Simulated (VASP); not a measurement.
VASP ran on this input.

### KPOINTS
```
Automatic mesh
0
Gamma
4 8 5
0 0 0
```

File POSCAR:
```
Al2B2N4
1
    2.9593553136    -4.9650798123     0.0000000000
    1.4101036567     2.4423718451     0.0000000000
    0.0000000000     0.0000000000     4.4960402460
B N Al
2 4 2
Direct
  0.3320878936   0.3320868936   0.4998813804
  0.1679131064   0.6679131064   0.9998813804
  0.3015494885   0.3015484885   0.8582508975
  0.1984515115   0.6984515115   0.3582508975
  0.8722631350   0.3722621350   0.9091402970
  0.6277368650   0.6277378650   0.4091402970
  0.8463500846   0.3463490846   0.4967274252
  0.6536499154   0.6536509154   0.9967274252
```

INCAR:
```
! general
SYSTEM  =  Al2B2N4
PREC    =  Accurate
ENCUT   =  520   ! plane-wave cut-off (eV)
LREAL   =  F   ! projection in real space or not
LASPH   =  T   ! aspherical one-centre terms

! electronic loop
EDIFF   =  1E-6   ! SCF stop (eV)
NELM    =  100
ALGO    =  Normal

! smearing
ISMEAR  =  0   ! Gaussian
SIGMA   =  0.05

! functional
GGA     =  PS

! ions
IBRION  =  2   ! conjugate gradients
NSW     =  60   ! most ionic steps
ISIF    =  3
EDIFFG  =  -0.02   ! ionic stop

! output
LWAVE   =  F
LCHARG  =  F
```

POTCAR, in this order: B N Al (PBE.64 set). Program: vasp_std.

Translate this PBEsol calculation to Ansatz.

One equivalent input (not run):
Ansatz 0.2 input:
```yaml
crystal:
  lattice:
    - [2.9593553, -4.9650798, 0.0000000]
    - [1.4101037, 2.4423718, 0.0000000]
    - [0.0000000, 0.0000000, 4.4960402]
  atoms:
    - { symbol: B, position: [0.3320879, 0.3320869, 0.4998814] }
    - { symbol: B, position: [0.1679131, 0.6679131, 0.9998814] }
    - { symbol: N, position: [0.3015495, 0.3015485, 0.8582509] }
    - { symbol: N, position: [0.1984515, 0.6984515, 0.3582509] }
    - { symbol: N, position: [0.8722631, 0.3722621, 0.9091403] }
    - { symbol: N, position: [0.6277369, 0.6277379, 0.4091403] }
    - { symbol: Al, position: [0.8463501, 0.3463491, 0.4967274] }
    - { symbol: Al, position: [0.6536499, 0.6536509, 0.9967274] }
kpoints:
  mp_grid: { grid: [4, 8, 5] }
hamiltonian:
  xc: pbesol
  pseudopotentials: { kind: paw }
scf:
  occupations: { method: gaussian, width: 0.05 }
  max_iter: 100
relax:
  max_steps: 60
  f_tol: 0.02
  cell: {}
output: { forces: true, stress: true, eigenvalues: true }
```
Limits of the translation: each code has its own PAW files, so the cut-off isn't converted (ENCUT is set for VASP's; basis.ecutwfc is left out, and Ansatz then takes the one that its files recommend); Ansatz stops its SCF on the density residual and VASP on the energy change (EDIFF).

The structure was generated: Al2B2N4 was put into an ordered model structure (Pmn2_1), which need not be its known phase. This run relaxes it. Symmetry was kept, so distortions that lower it aren't found. The start is the result of an earlier pass.
